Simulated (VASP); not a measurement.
# BaFeO2 (P6/mmm) in VASP: relaxation of cell and atoms with PBE

Aim: the relaxation of cell and atoms of BaFeO2 with PBE.

Everything below comes from runs of VASP 6.6.1. Logs are shortened: lines on timing, memory, paths and dates and some standing lists are left out, and cuts for length are marked.

## 1. The crystal as given

The structure is hexagonal, space group P6/mmm (No. 191). The conventional cell has a = 3.348 Å, b = 3.348 Å, c = 7.645 Å, α = 90.00°, β = 90.00°, γ = 120.00°. Around Ba (site symmetry 6/mmm) lie 6 Ba at 3.35 Å and 2 Fe at 3.82 Å. Fe (site symmetry 6/mmm) has 6 O at 1.93 Å as nearest neighbours. O (site symmetry -6m2) is surrounded by 3 Fe at 1.93 Å and 3 O at 1.93 Å.

The cell was built by a generator and needn't be a form met in nature.

## 2. Relaxation of cell and atoms, PBE, collinear spin, ferromagnetic start

Contents of INCAR:

```
SYSTEM = BaFeO2
ALGO = Fast
EDIFF = 1E-4
EDIFFG = -0.08
ENCUT = 520
GGA = PE
IBRION = 2
ISIF = 3
ISMEAR = 0
ISPIN = 2
LASPH = .TRUE.
LCHARG = .FALSE.
LMAXMIX = 4
LORBIT = 11
LREAL = .FALSE.
LWAVE = .FALSE.
MAGMOM = 0 3 0 0
NELM = 60
NSW = 24
PREC = Normal
SIGMA = 0.15
```

Contents of KPOINTS:

```
k-points
0
G
  5 5 2
  0 0 0
```

Contents of POSCAR:

```
BaFeO2
1.0
    3.3477691800      0.0000000000      0.0000000000
   -1.6738845900      2.8992531600      0.0000000000
    0.0000000000      0.0000000000      7.6449451100
Ba Fe O
1 1 2
Direct
    0.0000000000      0.0000000000      0.0000000000
    0.0000000000      0.0000000000      0.5000000000
    0.3333333300      0.6666666700      0.5000000000
    0.6666666700      0.3333333300      0.5000000000
```

Potentials or basis: VASP PAW PBE potentials, release 64 (Ba_sv, Fe, O).

Launch:

```bash
$ cat potpaw_PBE.64/Ba_sv/POTCAR potpaw_PBE.64/Fe/POTCAR potpaw_PBE.64/O/POTCAR > POTCAR
$ mpirun -np 1 vasp_std > vasp.out
```

OUTCAR:

```text
SYSTEM = BaFeO2
   EDIFF = 1E-4
   EDIFFG = -0.08
   ENCUT = 520
   GGA = PE
   IBRION = 2
   ISIF = 3
   ISMEAR = 0
   ISPIN = 2
   LASPH = .TRUE.
   LORBIT = 11
   LREAL = .FALSE.
   NELM = 60
   NSW = 24
   PREC = Normal

 ion  position               nearest neighbor table
   1  0.000  0.000  0.000-   2 3.82   2 3.82
   2  0.000  0.000  0.500-   3 1.93   4 1.93   4 1.93   3 1.93   4 1.93   3 1.93   1 3.82   1 3.82

   3  0.333  0.667  0.500-   2 1.93   4 1.93   4 1.93   2 1.93   2 1.93   4 1.93
   4  0.667  0.333  0.500-   2 1.93   3 1.93   3 1.93   2 1.93   2 1.93   3 1.93

  LATTYP: Found a hexagonal cell.
 ALAT       =     3.3477691800
 C/A-ratio  =     2.2835938498

  Lattice vectors:

 A1 = (   3.3477691800,   0.0000000000,   0.0000000000)
 A2 = (  -1.6738845900,   2.8992531600,   0.0000000000)
 A3 = (   0.0000000000,   0.0000000000,   7.6449451100)

Analysis of symmetry for initial positions (statically):
=====================================================================
 Subroutine PRICEL returns:
 Original cell was already a primitive cell.

 Routine SETGRP: Setting up the symmetry group for a
 hexagonal supercell.

 Subroutine GETGRP returns: Found 24 space group operations
 (whereof 24 operations were pure point group operations)
 out of a pool of 24 trial point group operations.

The static configuration has the point symmetry D_6h.

Analysis of symmetry for dynamics (positions and initial velocities):
=====================================================================
 Subroutine PRICEL returns:
 Original cell was already a primitive cell.

 Routine SETGRP: Setting up the symmetry group for a
 hexagonal supercell.

 Subroutine GETGRP returns: Found 24 space group operations
 (whereof 24 operations were pure point group operations)
 out of a pool of 24 trial point group operations.

The dynamic configuration has the point symmetry D_6h.

Analysis of structural, dynamic, and magnetic symmetry:
=====================================================================
 Subroutine PRICEL returns:
 Original cell was already a primitive cell.

 Routine SETGRP: Setting up the symmetry group for a
 hexagonal supercell.

 Subroutine GETGRP returns: Found 24 space group operations
 (whereof 24 operations were pure point group operations)
 out of a pool of 24 trial point group operations.

The overall configuration has the point symmetry D_6h.

 Subroutine INISYM returns: Found 24 space group operations
 (whereof 24 operations are pure point group operations),
 and found     1 'primitive' translations

----------------------------------------------------------------------------------------

                                     Primitive cell

  volume of cell :      74.2021

  direct lattice vectors                    reciprocal lattice vectors
     3.347769180  0.000000000  0.000000000     0.298706376  0.172458206  0.000000000
    -1.673884590  2.899253160  0.000000000     0.000000000  0.344916413  0.000000000
     0.000000000  0.000000000  7.644945110     0.000000000  0.000000000  0.130805387

  length of vectors
     3.347769180  3.347769184  7.644945110     0.344916413  0.344916413  0.130805387

  position of ions in fractional coordinates (direct lattice)
     0.000000000  0.000000000  0.000000000
     0.000000000  0.000000000  0.500000000
     0.333333330  0.666666670  0.500000000
     0.666666670  0.333333330  0.500000000

  ion indices of the primitive-cell ions
   primitive index   ion index
                 1           1
                 2           2
                 3           3
                 4           4

----------------------------------------------------------------------------------------

 KPOINTS: k-points

Automatic generation of k-mesh.
 Grid dimensions read from file:
 generate k-points for:    5    5    2

 Generating k-lattice:

[... 25 lines left out ...]
  0.400000 -0.000000  0.500000      6.000000
  0.200000  0.200000  0.500000      6.000000
  0.400000  0.200000  0.500000      6.000000
   k-points           NKPTS =     10   k-points in BZ     NKDIM =     10   number of bands    NBANDS=     21
   number of dos      NEDOS =    301   number of ions     NIONS =      4
   total plane-waves  NPLWV =  19200
   dimension x,y,z NGX =    20 NGY =   20 NGZ =   48
   dimension x,y,z NGXF=    40 NGYF=   40 NGZF=   96
   ions per type =               1   1   2
   NGX,Y,Z   is equivalent  to a cutoff of   9.93,  9.93, 10.44 a.u.
   NGXF,Y,Z  is equivalent  to a cutoff of  19.86, 19.86, 20.88 a.u.
 SYSTEM =  BaFeO2
   PREC   = normal    normal or accurate (medium, high low for compatibility)
   ISTART =      0    job   : 0-new  1-cont  2-samecut
   ICHARG =      2    charge: 1-file 2-atom 10-const
   ISPIN  =      2    spin polarized calculation?
   LNONCOLLINEAR =      F non collinear calculations
   LSORBIT =      F    spin-orbit coupling
   LASPH  =      T    aspherical Exc in radial PAW
   ENCUT  =  520.0 eV  38.22 Ry    6.18 a.u.   6.22  6.22 14.21*2*pi/ulx,y,z
   NELM   =     60;   NELMIN=  2; NELMDL= -5     # of ELM steps
   EDIFF  = 0.1E-03   stopping-criterion for ELM
   LREAL  =      F    real-space projection
   EDIFFG = -.8E-01   stopping-criterion for IOM
   NSW    =     24    number of steps for IOM
   IBRION =      2    ionic relax: 0-MD 1-quasi-New 2-CG
   NFREE  =      1    steps in history (QN), initial steepest desc. (CG)
   ISIF   =      3    stress and relaxation
   ISYM   =      2    0-nonsym 1-usesym 2-fastsym
   POTIM  = 0.5000    time-step for ionic-motion
   TEBEG  =    0.0;   TEEND  =   0.0 temperature during run
   PSTRESS=    0.0 pullay stress
   NELECT =      30.0000    total number of electrons
   NUPDOWN=      -1.0000    fix difference up-down
   EMIN   =  10.00;   EMAX   =-10.00  energy-range for DOS
   EFERMI =   0.00;   METHOD = LEGACY
   ISMEAR =     0;   SIGMA  =   0.15  broadening in eV -4-tet -1-fermi 0-gaus
   EFERMI_NEDOS =   21; number of points for ismear=-14 and -15
   IALGO  =     68    algorithm
   IMIX   =      4    mixing-type and parameters
     AMIX     =   0.40;   BMIX     =  1.00
     AMIX_MAG =   1.60;   BMIX_MAG =  1.00
  volume/ion in A,a.u.               =      18.55       125.19
  Fermi-wavevector in a.u.,A,eV,Ry     =   1.210533  2.287575 19.937838  1.465390
  Thomas-Fermi vector in A             =   2.346077
   LORBIT       =     11    0 simple, 1 ext, 2 COOP (PROOUT), +10 PAW based schemes
   GGA     = PE    functional components
   LHFCALC =     F    Hartree Fock is set to
   AEXX    =    0.0000 exact exchange contribution
   IVDW    =     0    specifies the selected vdW correction
   LEPSILON=     F    determine dielectric tensor
   LRPA    =     F    only Hartree local field effects (RPA)
 conjugate gradient relaxation of ions
 spin polarized calculation
 RMM-DIIS sequential band-by-band and
 Gauss-broadening in eV      SIGMA  =   0.15
  energy-cutoff  :      520.00
  volume of cell :       74.20
 maximum number of plane-waves:      2003
   NGX = 13   NGY = 13   NGZ = 29

--------------------------------------- Ionic step        1  -------------------------------------------

 number of electron      29.9999998 magnetization       2.2312217

 Free energy of the ion-electron system (eV)
  ---------------------------------------------------
  ext. energy  EPLUGINS =         0.00000000
  ---------------------------------------------------
  free energy    TOTEN  =       -12.57584943 eV

  energy without entropy =      -12.54715760  energy(sigma->0) =      -12.56150352

------------------------ aborting loop EDIFF was not reached (unconverged)  ----------------------------

  FORCE on cell =-STRESS in cart. coord.  units (eV):
  Direction    XX          YY          ZZ          XY          YZ          ZX
  --------------------------------------------------------------------------------------
  -------------------------------------------------------------------------------------
  Total       20.4266197     20.4266198     -1.9578546      0.0000000     -0.0000000      0.0000000
  in kB      441.0532930    441.0532942    -42.2741609      0.0000000     -0.0000000      0.0000000
  external PRESSURE =     279.9441421 kB  Pullay stress =       0.0000000 kB
[... 95 lines left out ...]
  FREE ENERGIE OF THE ION-ELECTRON SYSTEM (eV)
  ---------------------------------------------------
  free  energy   TOTEN  =       -19.3118833813 eV

  energy  without entropy=      -19.2893294592  energy(sigma->0) =      -19.30060642

 E-fermi :   3.5238     XC(G=0):  -9.6050

 val. band max:        3.4994807354   @ k =   0.2000   0.0000   0.0000
 cond. band min:       3.5691785505   @ k =   0.4000  -0.0000   0.0000
 fundamental gap:      0.0696978150
 Fermi energy:         3.5237920391

 spin component 1

 k-point     1 :       0.0000    0.0000    0.0000
  band No.  band energies     occupation
      1     -25.6586      1.00000
      2     -16.1490      1.00000
      3     -12.1100      1.00000
      4     -10.8936      1.00000
      5      -9.9599      1.00000
      6      -9.9599      1.00000
[... 472 lines left out ...]
     20       5.3456      0.00000
     21       5.8408      0.00000

[... ionic steps 4 to 10 ...]

--------------------------------------- Ionic step       11  -------------------------------------------

 number of electron      29.9999985 magnetization       1.4105934

------------------------ aborting loop because EDIFF is reached ----------------------------------------
[... 71 lines left out ...]
--------------------------------------- Ionic step       13  -------------------------------------------

 number of electron      29.9999972 magnetization       1.3397260

 Free energy of the ion-electron system (eV)
  ---------------------------------------------------
  ext. energy  EPLUGINS =         0.00000000
  ---------------------------------------------------
  free energy    TOTEN  =       -20.83529754 eV

  energy without entropy =      -20.80815595  energy(sigma->0) =      -20.82172675

 E-fermi :   4.6525     XC(G=0): -10.5378

 val. band max:        4.6479163688   @ k =   0.2000   0.0000   0.5000
 cond. band min:       4.6966250894   @ k =   0.2000   0.2000   0.0000
 fundamental gap:      0.0487087206
 Fermi energy:         4.6524589398

 spin component 1

 k-point     1 :       0.0000    0.0000    0.0000
  band No.  band energies     occupation
      1     -24.3443      1.00000
      2     -15.3210      1.00000
      3     -11.2442      1.00000
      4      -9.7684      1.00000
      5      -8.6329      1.00000
      6      -8.6329      1.00000
[... 503 lines left out ...]
  FREE ENERGIE OF THE ION-ELECTRON SYSTEM (eV)
  ---------------------------------------------------
  free  energy   TOTEN  =       -20.8352975418 eV

  energy  without entropy=      -20.8081559549  energy(sigma->0) =      -20.82172675

 reached required accuracy - stopping structural energy minimisation

 total charge

# of ion       s       p       d       tot
------------------------------------------
    1        2.045   5.503   0.614   8.162
    2        0.355   0.388   6.301   7.043
    3        1.609   3.250   0.000   4.859
    4        1.609   3.250   0.000   4.859
--------------------------------------------------
tot          5.619  12.390   6.914  24.923

 magnetization (x)

# of ion       s       p       d       tot
------------------------------------------
    1       -0.027   0.024  -0.165  -0.168
    2        0.014   0.009   1.872   1.894
    3        0.005  -0.116   0.000  -0.111
    4        0.005  -0.116   0.000  -0.111
--------------------------------------------------
tot         -0.003  -0.200   1.706   1.504
```

It took 3 min on 1 thread of Intel Xeon 6975P-C (Granite Rapids), shared host; peak memory 0.2 GiB.

What came out:

```yaml
Free_energy: -20.8353 eV
Relaxed_volume: 15.68 Å³/atom
Relaxed_cell: a = 3.674 Å, b = 3.674 Å, c = 5.365 Å, α = 90.00°, β = 90.00°, γ = 120.00°
Space_group_after_relaxing_to_0.05_Å: P6/mmm (No. 191)
Energy_gained_by_relaxing: 2064.9 meV/atom
Ionic_steps: 13
Pressure_after_relaxing: 0.1 GPa
Band_gap_on_the_k_mesh: none (metal or under the smearing width)
Net_moment: 1.34 μB per cell
Site_moments: Ba -0.17; Fe +1.89; O -0.11 μB
Valence_electrons_inside_the_program's_atomic_spheres: Ba 8.16; Fe 7.04; O 4.86
```

The path:
```
step  energy change (eV)  largest force (eV/Å)  pressure (GPa)  volume (Å³)
   1              0.0000                0.0000           27.99        74.20
   2             -5.9679                0.0000          -14.01       112.54
   3             -6.7360                0.0000          -12.19       105.77
   4             -7.4693                0.0000           -7.85        95.53
   5             -7.6684                0.0000           -2.63        87.78
   6             -7.8254                0.0000           -2.37        84.52
   7             -8.2069                0.0000           -1.33        75.59
   8             -7.9936                0.0000            3.65        57.16
   9             -8.2265                0.0000           -2.85        66.28
  10             -8.2470                0.0000           -0.90        63.34
  11             -8.2510                0.0000           -1.59        63.97
  12             -8.2402                0.0000            3.06        60.92
  13             -8.2594                0.0000            0.05        62.73
```

Final structure:
```
Ba Fe O
1.0
     3.67443    0.00000    0.00000
    -1.83722    3.18215    0.00000
     0.00000    0.00000    5.36495
Ba Fe O
1 1 2
Direct
  0.00000 0.00000 0.00000
  0.00000 0.00000 0.50000
  0.33333 0.66667 0.50000
  0.66667 0.33333 0.50000
```

Levels at points of the mesh, in eV from the Fermi level:
Spin up:
```csv
k point,band 13,band 14,band 15,band 16,band 17,band 18,band 19,band 20
"(0.00, 0.00, 0.00)",-1.62,-1.62,-1.58,-0.88,0.22,0.22,2.51,2.51
"(0.00, 0.00, 0.50)",-1.73,-1.61,-1.55,-0.50,0.23,0.23,2.35,2.36
```
Spin down:
| k point | band 10 | band 11 | band 12 | band 13 | band 14 | band 15 | band 16 | band 17 | band 18 | band 19 |
| --- | --- | --- | --- | --- | --- | --- | --- | --- | --- | --- |
| (0.00, 0.00, 0.00) | -1.89 | -1.89 | -1.89 | -1.52 | -1.29 | -0.69 | -0.69 | 1.80 | 1.80 | 2.16 |
| (0.00, 0.00, 0.50) | -1.99 | -1.99 | -1.56 | -1.06 | -0.36 | -0.36 | 0.53 | 1.81 | 1.81 | 2.01 |

Caveat: the k mesh is coarse (spacing up to 0.43 Å⁻¹), so the values aren't converged; the volume moved by over 15 % at a fixed basis, so the end points are rough; a cell with one magnetic atom can't hold antiferromagnetic order, which such compounds often take; semilocal functionals often make such compounds metallic where correlation or magnetic order opens a gap, which also shifts bond lengths; the relaxation stopped at a loose force limit of 0.08 eV/Å, so its end isn't a converged minimum.
